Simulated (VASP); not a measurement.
# Al2SiF2 (P1) in VASP: further runs

The runs below take Al2SiF2 through relaxation of cell and atoms, single point, with PBE, r2SCAN.

Program: VASP 6.6.1. These are calculated values, not measurements. Logs are shortened: lines on timing, memory, paths and dates and some standing lists are left out, and cuts for length are marked.

**1. The structure**

The typed cell holds 10 atoms: a = 4.642 Å, b = 5.065 Å, c = 7.216 Å, α = 89.88°, β = 72.18°, γ = 89.93°.

The cell was built by a generator and needn't be a form met in nature.

**2. Relaxation of cell and atoms, PBE**

Input file INCAR:

```
SYSTEM = Al2SiF2
  PREC = Accurate
  ENCUT = 520
  EDIFF = 1E-6
  ISMEAR = 0
  SIGMA = 0.1
  LREAL = .FALSE.
  LASPH = .TRUE.
  NELM = 120
  ALGO = Normal
  ISIF = 3
  LWAVE = .FALSE.
  LCHARG = .FALSE.
  GGA = PE
  IBRION = 2
  NSW = 90
  EDIFFG = -0.01
  KPAR = 8
```

Input file KPOINTS:

```
Automatic mesh
0
G
  6 4 4
  0 0 0
```

Input file POSCAR:

```
Al2SiF2
1.0
    4.6416363900      0.0000000000      0.0000000000
    0.0057627500      5.0650045900      0.0000000000
    2.2083926700      0.0128056400      6.8701313800
Al Si F
4 2 4
Direct
    0.8446803000      0.2503900100      0.8228078000
    0.4022249700      0.7543433900      0.6921756400
    0.1545060500      0.2510404500      0.1848123000
    0.6003281900      0.7487013000      0.3140105900
    0.9961631100      0.8888462600      0.0056337300
    0.4949782000      0.6052482900      0.0050656100
    0.6746371700      0.0817439100      0.6701747900
    0.1532456100      0.4210959000      0.6682750000
    0.3088420400      0.0799069800      0.3447850000
    0.8425921700      0.4182403600      0.3453117700
```

Potentials or basis: VASP PAW PBE potentials, release 64 (Al, Si, F).

Launch:

```bash
cat potpaw_PBE.64/Al/POTCAR potpaw_PBE.64/Si/POTCAR potpaw_PBE.64/F/POTCAR > POTCAR
mpirun -np 8 vasp_std > vasp.out
```

OUTCAR:

```text
SYSTEM = Al2SiF2
   PREC = Accurate
   ENCUT = 520
   EDIFF = 1E-6
   ISMEAR = 0
   LREAL = .FALSE.
   LASPH = .TRUE.
   NELM = 120
   ISIF = 3
   GGA = PE
   IBRION = 2
   NSW = 90
   EDIFFG = -0.01

 ion  position               nearest neighbor table
   1  0.845  0.250  0.823-   8 1.75   7 1.76   5 2.48   6 2.51   3 3.35
   2  0.402  0.754  0.692-   7 2.06   8 2.08   6 2.54   5 2.55   4 2.60
   3  0.155  0.251  0.185-   9 1.76  10 1.77   6 2.48   5 2.48   1 3.35
   4  0.600  0.749  0.314-  10 2.07   9 2.12   5 2.52   6 2.53   2 2.60
   5  0.996  0.889  0.006-   1 2.48   3 2.48   4 2.52   2 2.55   6 2.72   6 2.74
   6  0.495  0.605  0.005-   3 2.48   1 2.51   4 2.53   2 2.54   5 2.72   5 2.74
   7  0.675  0.082  0.670-   1 1.76   2 2.06
   8  0.153  0.421  0.668-   1 1.75   2 2.08
   9  0.309  0.080  0.345-   3 1.76   4 2.12
  10  0.843  0.418  0.345-   3 1.77   4 2.07

  LATTYP: Found a triclinic cell.
 ALAT       =     7.2163610877
 B/A-ratio  =     0.6432101074
 C/A-ratio  =     0.7018783853
 COS(alpha) =     0.0011377574
 COS(beta)  =     0.0021227107
 COS(gamma) =     0.3060257993

  Lattice vectors:

 A1 = (   2.2083926700,   0.0128056400,   6.8701313800)
 A2 = (   4.6416363900,   0.0000000000,   0.0000000000)
 A3 = (   0.0057627500,   5.0650045900,   0.0000000000)

Analysis of symmetry for initial positions (statically):
=====================================================================
 Subroutine PRICEL returns:
 Original cell was already a primitive cell.

 Routine SETGRP: Setting up the symmetry group for a
 triclinic supercell.

 Subroutine GETGRP returns: Found  1 space group operations
 (whereof  1 operations were pure point group operations)
 out of a pool of  2 trial point group operations.

The static configuration has the point symmetry C_1 .

Analysis of symmetry for dynamics (positions and initial velocities):
=====================================================================
 Subroutine PRICEL returns:
 Original cell was already a primitive cell.

 Routine SETGRP: Setting up the symmetry group for a
 triclinic supercell.

 Subroutine GETGRP returns: Found  1 space group operations
 (whereof  1 operations were pure point group operations)
 out of a pool of  2 trial point group operations.

The dynamic configuration has the point symmetry C_1 .

 Subroutine INISYM returns: Found  1 space group operations
 (whereof  1 operations are pure point group operations),
 and found     1 'primitive' translations

----------------------------------------------------------------------------------------

                                     Primitive cell

  volume of cell :     161.5162

  direct lattice vectors                    reciprocal lattice vectors
     4.641636390  0.000000000  0.000000000     0.215441262 -0.000245120 -0.069252790
     0.005762750  5.065004590  0.000000000     0.000000000  0.197433187 -0.000368007
     2.208392670  0.012805640  6.870131380     0.000000000  0.000000000  0.145557624

  length of vectors
     4.641636390  5.065007868  7.216361088     0.226298357  0.197433530  0.145557624

  position of ions in fractional coordinates (direct lattice)
     0.844680300  0.250390010  0.822807800
     0.402224970  0.754343390  0.692175640
     0.154506050  0.251040450  0.184812300
     0.600328190  0.748701300  0.314010590
     0.996163110  0.888846260  0.005633730
     0.494978200  0.605248290  0.005065610
     0.674637170  0.081743910  0.670174790
     0.153245610  0.421095900  0.668275000
     0.308842040  0.079906980  0.344785000
     0.842592170  0.418240360  0.345311770

  ion indices of the primitive-cell ions
   primitive index   ion index
                 1           1
                 2           2
                 3           3
                 4           4
                 5           5
                 6           6
                 7           7
                 8           8
                 9           9
                10          10

----------------------------------------------------------------------------------------

 KPOINTS: Automatic mesh

Automatic generation of k-mesh.
 Grid dimensions read from file:
 generate k-points for:    6    4    4

 Generating k-lattice:

  Cartesian coordinates                     Fractional coordinates (reciprocal lattice)
     0.035906877 -0.000040853 -0.011542132     0.166666667 -0.000000000  0.000000000
     0.000000000  0.049358297 -0.000092002     0.000000000  0.250000000  0.000000000
     0.000000000  0.000000000  0.036389406     0.000000000  0.000000000  0.250000000

  Length of vectors
     0.037716393  0.049358383  0.036389406

  Shift w.r.t. Gamma in fractional coordinates (k-lattice)
     0.000000000  0.000000000  0.000000000

 Subroutine IBZKPT returns following result:
 ===========================================

 Found     52 irreducible k-points:

 Following reciprocal coordinates:
            Coordinates               Weight
  0.000000  0.000000  0.000000      1.000000
  0.166667  0.000000  0.000000      2.000000
  0.333333  0.000000  0.000000      2.000000
  0.500000  0.000000  0.000000      1.000000
  0.000000  0.250000  0.000000      2.000000
  0.166667  0.250000  0.000000      2.000000
[... 16 lines left out ...]
  0.333333  0.250000  0.250000      2.000000
  0.500000  0.250000  0.250000      2.000000
 [... further k-points ...]
   k-points           NKPTS =     52   k-points in BZ     NKDIM =     52   number of bands    NBANDS=     30
   number of dos      NEDOS =    301   number of ions     NIONS =     10
   total plane-waves  NPLWV =  77760
   dimension x,y,z NGX =    36 NGY =   40 NGZ =   54
   dimension x,y,z NGXF=    72 NGYF=   80 NGZF=  108
   ions per type =               4   2   4
   NGX,Y,Z   is equivalent  to a cutoff of  12.89, 13.13, 12.44 a.u.
   NGXF,Y,Z  is equivalent  to a cutoff of  25.79, 26.26, 24.88 a.u.
 SYSTEM =  Al2SiF2
   PREC   = accura    normal or accurate (medium, high low for compatibility)
   ISTART =      0    job   : 0-new  1-cont  2-samecut
   ICHARG =      2    charge: 1-file 2-atom 10-const
   ISPIN  =      1    spin polarized calculation?
   LNONCOLLINEAR =      F non collinear calculations
   LSORBIT =      F    spin-orbit coupling
   LASPH  =      T    aspherical Exc in radial PAW
   ENCUT  =  520.0 eV  38.22 Ry    6.18 a.u.   8.63  9.42 13.42*2*pi/ulx,y,z
   NELM   =    120;   NELMIN=  2; NELMDL= -5     # of ELM steps
   EDIFF  = 0.1E-05   stopping-criterion for ELM
   LREAL  =      F    real-space projection
   EDIFFG = -.1E-01   stopping-criterion for IOM
   NSW    =     90    number of steps for IOM
   IBRION =      2    ionic relax: 0-MD 1-quasi-New 2-CG
   NFREE  =      1    steps in history (QN), initial steepest desc. (CG)
   ISIF   =      3    stress and relaxation
   ISYM   =      2    0-nonsym 1-usesym 2-fastsym
   POTIM  = 0.5000    time-step for ionic-motion
   TEBEG  =    0.0;   TEEND  =   0.0 temperature during run
   PSTRESS=    0.0 pullay stress
   NELECT =      48.0000    total number of electrons
   NUPDOWN=      -1.0000    fix difference up-down
   EMIN   =  10.00;   EMAX   =-10.00  energy-range for DOS
   EFERMI =   0.00;   METHOD = LEGACY
   ISMEAR =     0;   SIGMA  =   0.10  broadening in eV -4-tet -1-fermi 0-gaus
   EFERMI_NEDOS =   21; number of points for ismear=-14 and -15
   IALGO  =     38    algorithm
   IMIX   =      4    mixing-type and parameters
     AMIX     =   0.40;   BMIX     =  1.00
     AMIX_MAG =   1.60;   BMIX_MAG =  1.00
  volume/ion in A,a.u.               =      16.15       109.00
  Fermi-wavevector in a.u.,A,eV,Ry     =   1.092488  2.064502 16.238954  1.193529
  Thomas-Fermi vector in A             =   2.228754
   LORBIT       =      0    0 simple, 1 ext, 2 COOP (PROOUT), +10 PAW based schemes
   GGA     = PE    functional components
   LHFCALC =     F    Hartree Fock is set to
   AEXX    =    0.0000 exact exchange contribution
   IVDW    =     0    specifies the selected vdW correction
   LEPSILON=     F    determine dielectric tensor
   LRPA    =     F    only Hartree local field effects (RPA)
 conjugate gradient relaxation of ions
 non-spin polarized calculation
 Gauss-broadening in eV      SIGMA  =   0.10
  energy-cutoff  :      520.00
  volume of cell :      161.52
 maximum number of plane-waves:      4375
 NGX is ok and might be reduce to    36
   NGX = 17   NGY = 19   NGZ = 27

--------------------------------------- Ionic step        1  -------------------------------------------

 number of electron      47.9999986 magnetization

 Free energy of the ion-electron system (eV)
  ---------------------------------------------------
  ext. energy  EPLUGINS =         0.00000000
  ---------------------------------------------------
  free energy    TOTEN  =       -47.86747083 eV

  energy without entropy =      -47.86501735  energy(sigma->0) =      -47.86624409

------------------------ aborting loop because EDIFF is reached ----------------------------------------

  FORCE on cell =-STRESS in cart. coord.  units (eV):
  Direction    XX          YY          ZZ          XY          YZ          ZX
  --------------------------------------------------------------------------------------
  -------------------------------------------------------------------------------------
  Total        1.3374726     -0.0769243      0.9130552      0.3373560     -0.1289506      0.3617877
  in kB       13.2672057     -0.7630589      9.0571508      3.3464396     -1.2791393      3.5887925
  external PRESSURE =       7.1870992 kB  Pullay stress =       0.0000000 kB
[... 113 lines left out ...]
  FREE ENERGIE OF THE ION-ELECTRON SYSTEM (eV)
  ---------------------------------------------------
  free  energy   TOTEN  =       -47.8877662184 eV

  energy  without entropy=      -47.8848563575  energy(sigma->0) =      -47.88631129

[... ionic steps 4 to 15 ...]

--------------------------------------- Ionic step       16  -------------------------------------------

 number of electron      48.0000015 magnetization

------------------------ aborting loop because EDIFF is reached ----------------------------------------

  FORCE on cell =-STRESS in cart. coord.  units (eV):
  Direction    XX          YY          ZZ          XY          YZ          ZX
  --------------------------------------------------------------------------------------
  -------------------------------------------------------------------------------------
  Total       -0.0363593     -0.0562737     -0.0669970      0.0308074      0.0042304      0.0051176
  in kB       -0.3588720     -0.5554314     -0.6612719      0.3040741      0.0417547      0.0505115
  external PRESSURE =      -0.5251918 kB  Pullay stress =       0.0000000 kB
[... 73 lines left out ...]
  energy  without entropy=      -47.9314588118  energy(sigma->0) =      -47.93228534

--------------------------------------- Ionic step       18  -------------------------------------------

 number of electron      48.0000015 magnetization

 Free energy of the ion-electron system (eV)
  ---------------------------------------------------
  ext. energy  EPLUGINS =         0.00000000
  ---------------------------------------------------
  free energy    TOTEN  =       -47.93321717 eV

  energy without entropy =      -47.93156041  energy(sigma->0) =      -47.93238879

 E-fermi :   5.0569     XC(G=0):  -9.2060

 val. band max:        5.0447148980   @ k =   0.1667   0.0000   0.5000
 cond. band min:       5.2397801355   @ k =  -0.1667   0.2500   0.5000
 fundamental gap:      0.1950652375
 Fermi energy:         5.0569206097

 k-point     1 :       0.0000    0.0000    0.0000
  band No.  band energies     occupation
      1     -20.6719      2.00000
      2     -20.5590      2.00000
      3     -20.3827      2.00000
      4     -20.3451      2.00000
      5      -5.6639      2.00000
      6      -4.3378      2.00000
[... 781 lines left out ...]
     29       7.9446      0.00000
     30       9.2509      0.00000

 [... further k-points ...]
[... 5 lines left out ...]
  --------------------------------------------------------------------------------------
  -------------------------------------------------------------------------------------
  Total        0.0016429      0.0029505     -0.0190390      0.0015835      0.0019863     -0.0093852
  in kB        0.0162235      0.0291362     -0.1880113      0.0156371      0.0196146     -0.0926793
  external PRESSURE =      -0.0475505 kB  Pullay stress =       0.0000000 kB
[... 25 lines left out ...]
  FREE ENERGIE OF THE ION-ELECTRON SYSTEM (eV)
  ---------------------------------------------------
  free  energy   TOTEN  =       -47.9332171662 eV

  energy  without entropy=      -47.9315604139  energy(sigma->0) =      -47.93238879

 reached required accuracy - stopping structural energy minimisation
```

It took 3.8 min on 8 MPI ranks of Intel Xeon 6975P-C (Granite Rapids), shared host; peak memory 0.43 GiB.

What came out:

| Item | Value |
| --- | --- |
| Free energy | -47.9332 eV |
| Relaxed volume | 16.22 Å³/atom |
| Relaxed cell | a = 4.689 Å, b = 4.955 Å, c = 7.364 Å, α = 89.74°, β = 71.51°, γ = 89.65° |
| Space group after relaxing (to 0.05 Å) | C2 (No. 5) |
| Energy gained by relaxing | 6.6 meV/atom |
| Ionic steps | 18 |
| Pressure after relaxing | 0.0 GPa |
| Largest force after relaxing | 0.010 eV/Å |
| Band gap on the k mesh | none (metal or under the smearing width) |

Forces in eV/Å, atoms in the order of the input:
```
Al  -0.005 -0.001 -0.006
Al  -0.001 -0.005  0.003
Al   0.008 -0.002 -0.003
Al  -0.003  0.001 -0.006
Si   0.005  0.004  0.002
Si  -0.004 -0.008  0.001
F    0.004  0.008  0.005
F    0.002 -0.005  0.002
F    0.002  0.007 -0.003
F   -0.007  0.002  0.005
```

The path:
```tsv
step	energy change (eV)	largest force (eV/Å)	pressure (GPa)	volume (Å³)
1	0.0000	0.4761	0.72	161.52
2	-0.0203	0.2377	-0.47	163.21
3	-0.0203	0.2325	-0.45	163.19
4	-0.0355	0.1718	-0.21	162.86
5	-0.0458	0.1980	0.20	162.26
6	-0.0546	0.1565	0.03	162.66
7	-0.0553	0.1773	-0.04	162.81
8	-0.0606	0.1127	-0.04	162.93
9	-0.0607	0.1421	-0.05	162.95
10	-0.0637	0.0579	-0.06	162.84
11	-0.0641	0.0614	-0.07	162.78
12	-0.0651	0.0378	-0.03	162.46
13	-0.0651	0.0545	-0.03	162.38
14	-0.0655	0.0370	0.08	162.10
15	-0.0655	0.0255	0.07	162.17
16	-0.0656	0.0233	-0.05	162.33
17	-0.0656	0.0208	-0.03	162.30
18	-0.0657	0.0097	0.00	162.24
```

Final structure:
```
Al Si F
1.0
     4.68869    0.01151    0.03551
     0.01824    4.95454    0.00240
     2.28247    0.02118    7.00155
Al Si F
4 2 4
Direct
  0.83296 0.25139 0.83412
  0.40525 0.75234 0.69282
  0.16205 0.24870 0.17540
  0.59288 0.74793 0.31733
  0.99858 0.87865 0.00550
  0.49479 0.62089 0.00643
  0.67045 0.08257 0.67739
  0.14990 0.42019 0.67638
  0.32348 0.08065 0.33416
  0.84185 0.41625 0.33350
```

(Continued in part 2 of 2.)
